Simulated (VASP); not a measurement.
Given:

```
CoSi
1.0
    4.42997     0.00000     0.00000
    0.00000     4.42997     0.00000
    0.00000     0.00000     4.42997
Co Si
4 4
Direct
  0.85505   0.64495   0.35505
  0.35505   0.85505   0.64495
  0.14495   0.14495   0.14495
  0.64495   0.35505   0.85505
  0.15678   0.34322   0.65678
  0.65678   0.15678   0.34322
  0.84322   0.84322   0.84322
  0.34322   0.65678   0.15678
```

All values below come from PBE GGA, VASP's PBE PAW potentials (set 64) (plane waves; VASP). Run with 500 eV cut-off, 7×7×7 Γ-centred mesh, first-order Methfessel-Paxton smearing of 0.10 eV, potentials Co Si.

Energy and stress use the plane-wave basis of the starting cell.

Problem. The ions, cell shape and volume at an external pressure of 5.0 GPa are relaxed. Give the cell that the relaxation ends in.

Solution. 
```
CoSi
1.0
    4.39753     0.00000     0.00000
    0.00000     4.39753     0.00000
    0.00000     0.00000     4.39753
Co Si
4 4
Cartesian
  3.75649   2.83981   1.55773
  1.55773   3.75649   2.83981
  0.64104   0.64104   0.64104
  2.83981   1.55773   3.75649
  0.68790   1.51086   2.88667
  2.88667   0.68790   1.51086
  3.70963   3.70963   3.70963
  1.51086   2.88667   0.68790
```
Space group P2_13 (198), at a tolerance of 0.03 Å.

Problem. How do energy and volume change from the first to the last step?

Solution. The energy (σ→0) changes by +3.7 meV/atom and the volume by -2.2 %, in 6 ionic steps.

```tsv
step	E(σ→0) (eV)	max force (eV/Å)	pressure (GPa)	volume (Å³)
1	-54.7473	0.009	-0.01	86.94
2	-54.5907	0.122	12.50	82.73
3	-54.7197	0.055	4.98	85.12
4	-54.7186	0.056	5.04	85.09
5	-54.7185	0.036	5.10	85.07
6	-54.7179	0.009	5.11	85.04
```

The compound is CoSi in the B20 structure. This run relaxes it under an external pressure of 5 GPa. Symmetry was kept, so distortions that lower it aren't found. The run is not spin-polarised, so no magnetic state was tried.
